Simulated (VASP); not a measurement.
The input files of a VASP run:

### KPOINTS
```
Automatic mesh
0
Gamma
6 6 6
0 0 0
```

POSCAR:
```
TiPt3
3.924530
  1.0000000000   0.0000000000   0.0000000000
  0.0000000000   1.0000000000   0.0000000000
  0.0000000000   0.0000000000   1.0000000000
Ti Pt
1 3
direct
  0.0000000000   0.0000000000   0.0000000000
  0.5000000000   0.5000000000   0.0000000000
  0.0000000000   0.5000000000   0.5000000000
  0.5000000000   0.0000000000   0.5000000000
```

INCAR:
```
SYSTEM = TiPt3
PREC = Accurate; ENCUT = 300; LREAL = F
LASPH = T
EDIFF = 1E-6; NELM = 100; ALGO = Normal
LMAXMIX = 6
ISMEAR = 0; SIGMA = 0.1
GGA = PE
ISIF = 2
LWAVE = F; LCHARG = F
```

POTCAR, in this order: Ti_sv Pt (PBE.64 set). Program: vasp_std.

Write an equivalent input for Ansatz.

One equivalent input (not run):
Ansatz 0.2 input:
```yaml
crystal:
  lattice:
    - [3.9245300, 0.0000000, 0.0000000]
    - [0.0000000, 3.9245300, 0.0000000]
    - [0.0000000, 0.0000000, 3.9245300]
  atoms:
    - { symbol: Ti, position: [0.0000000, 0.0000000, 0.0000000] }
    - { symbol: Pt, position: [0.5000000, 0.5000000, 0.0000000] }
    - { symbol: Pt, position: [0.0000000, 0.5000000, 0.5000000] }
    - { symbol: Pt, position: [0.5000000, 0.0000000, 0.5000000] }
kpoints:
  mp_grid: { grid: [6, 6, 6] }
hamiltonian:
  xc: pbe
  pseudopotentials: { kind: paw }
scf:
  occupations: { method: gaussian, width: 0.1 }
  max_iter: 100
output: { forces: true, stress: true, eigenvalues: true }
```
The two are equivalent in intent, not identical: each code has its own PAW files, so the cut-off isn't converted (ENCUT is set for VASP's; basis.ecutwfc is left out, and Ansatz then takes the one that its files recommend); Ansatz stops its SCF on the density residual and VASP on the energy change (EDIFF).

The structure comes from a computed database's TiPt3 entry; how it stands against other phases isn't given here. The cell was not relaxed at this level.
